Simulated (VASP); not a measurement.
The input files of a VASP run:

File POSCAR:
```
NiSb
1
    2.0091170000    -3.3216480000     0.0000000000
    2.0091170000     3.3216480000     0.0000000000
    0.0000000000     0.0000000000     5.1233900000
Ni Sb
2 2
Direct
  0.0000000000   0.0000000000   0.5000000000
  0.0000000000   0.0000000000   0.0000000000
  0.3333330000   0.6666670000   0.2500000000
  0.6797060000   0.3463720000   0.7500000000
```

**INCAR**
```
ALGO = Normal
EDIFF = 1E-6
ENCUT = 400
GGA = PE
ISIF = 2
ISMEAR = 1
LASPH = .True.
LCHARG = .False.
LDAU = .True.
LDAUJ = 0 0
LDAUL = 2 -1
LDAUPRINT = 1
LDAUTYPE = 2
LDAUU = 3.0 0
LMAXMIX = 4
LORBIT = 10
LREAL = .False.
LWAVE = .False.
NELM = 100
PREC = Accurate
SIGMA = 0.1
SYSTEM = NiSb
```

### KPOINTS
```
Automatic mesh
0
Gamma
8 8 6
0 0 0
```

POTCAR, in this order: Ni Sb (PBE.64 set). Program: vasp_std.

Question: Translate this PBE+U calculation to Quantum ESPRESSO's pw.x.

Answer: One equivalent input (not run):
```
&CONTROL
  calculation = 'scf'
  pseudo_dir = './pseudo'
  outdir = './out'
  tprnfor = .true.
  tstress = .true.
/
&SYSTEM
  ibrav = 0
  nat = 4
  ntyp = 2
  ecutwfc = 98
  occupations = 'smearing'
  smearing = 'methfessel-paxton'
  degauss = 0.00735
  input_dft = 'pbe'
/
&ELECTRONS
  conv_thr = 7.3e-08
  electron_maxstep = 100
/
ATOMIC_SPECIES
  Ni 58.693 Ni.upf
  Sb 121.760 Sb.upf
CELL_PARAMETERS angstrom
     2.0091170   -3.3216480    0.0000000
     2.0091170    3.3216480    0.0000000
     0.0000000    0.0000000    5.1233900
ATOMIC_POSITIONS crystal
  Ni   0.0000000  0.0000000  0.5000000
  Ni   0.0000000  0.0000000  0.0000000
  Sb   0.3333330  0.6666670  0.2500000
  Sb   0.6797060  0.3463720  0.7500000
K_POINTS automatic
  8 8 6 0 0 0
HUBBARD {ortho-atomic}
U Ni-3d 3
```
What does not carry over: the potentials are each code's own (VASP's PAW set, PseudoDojo norm-conserving files in pw.x), so ENCUT and ecutwfc are chosen apart and not converted; conv_thr bounds pw.x's estimated SCF error, while EDIFF bounds the energy change between steps; the +U projectors differ (PAW spheres against orthogonalised atomic orbitals), so the same U acts differently.

The compound is NiSb in the NiAs type structure. The cell was not relaxed at this level, atoms are displaced from their ideal sites. The run is one of a series of settings (LDAU = .TRUE., LDAUJ = 0 0, LDAUL = 2 -1, LDAUTYPE = 2, LDAUU = 3.0 0 against the base run), some of them coarse on purpose.
